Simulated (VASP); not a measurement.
The system is MgO (Periclase).

```xyz
16
Lattice="0.0000 4.2170 4.2170 4.2170 0.0000 4.2170 4.2170 4.2170 0.0000" Properties=species:S:1:pos:R:3 pbc="T T T"
Mg    0.0000    0.0000    0.0000
Mg    2.1085    2.1085    0.0000
Mg    2.1085    0.0000    2.1085
Mg    4.2170    2.1085    2.1085
Mg    0.0000    2.1085    2.1085
Mg    2.1085    4.2170    2.1085
Mg    2.1085    2.1085    4.2170
Mg    4.2170    4.2170    4.2170
O     2.1085    2.1085    2.1085
O     4.2170    4.2170    2.1085
O     4.2170    2.1085    4.2170
O     6.3255    4.2170    4.2170
O     2.1085    4.2170    4.2170
O     4.2170    6.3255    4.2170
O     4.2170    4.2170    6.3255
O     6.3255    6.3255    6.3255
```

* Program: VASP 6.6.1
* Task: phonon dispersion
* Functional: LDA
* Potentials or basis: VASP PAW LDA potentials, release 64 (Mg, O)
* Cutoff: 520 eV
* k mesh: 3 × 3 × 3
* Occupations: gaussian, width 0.03 eV
* Spin: no spin polarisation
* Long-range dipole term: yes
* Supercell matrix: [2, 0, 0, 0, 2, 0, 0, 0, 2]
* Further INCAR settings: LREAL = Auto; ALGO = Normal; EDIFF = 1e-07; IBRION = 6; POTIM = 0.015; NSW = 1

Problem. Is this structure dynamically stable at this level, and how far does the spectrum reach?

Solution. Yes, as far as this q mesh shows: no mode on the path is imaginary. The highest frequency is 692 cm⁻¹.

Phonon frequencies at the corners of the path (cm⁻¹, interpolated; i marks imaginary ones):
```
point              frequencies
    Γ        0 0 0 379 379 692
    X  290 290 410 428 428 537
    W  335 371 371 421 471 471
    K  276 387 395 406 460 495
    L  266 266 351 351 537 555
    U  276 387 395 406 460 495
```

A q mesh this small can miss soft modes between its points.

Caveat: the k mesh is coarse (spacing up to 0.43 Å⁻¹), so the values aren't converged.
